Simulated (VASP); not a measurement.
Here is the system:

```
GaSb
1.0
    0.00000     3.17514     3.17514
    3.17514     0.00000     3.17514
    3.17514     3.17514     0.00000
Ga Sb
1 1
Direct
  0.00000   0.00000   0.00000
  0.25000   0.25000   0.25000
```

Method: RPBE GGA, VASP's PBE PAW potentials (set 64) (plane waves; VASP). Run with 520 eV cut-off, 10×10×10 Γ-centred mesh, first-order Methfessel-Paxton smearing of 0.10 eV, potentials Ga_d Sb.

**Question.** Give the stress tensor in GPa (positive for a compressed cell).

**Answer.** 
```
-1.13   0.00   0.00
 0.00  -1.13   0.00
 0.00   0.00  -1.13
```
The pressure is its mean diagonal, -1.13 GPa.

The compound is GaSb in the zinc blende structure. This cell is one point of a volume scan, at 1.03 of the reference volume.
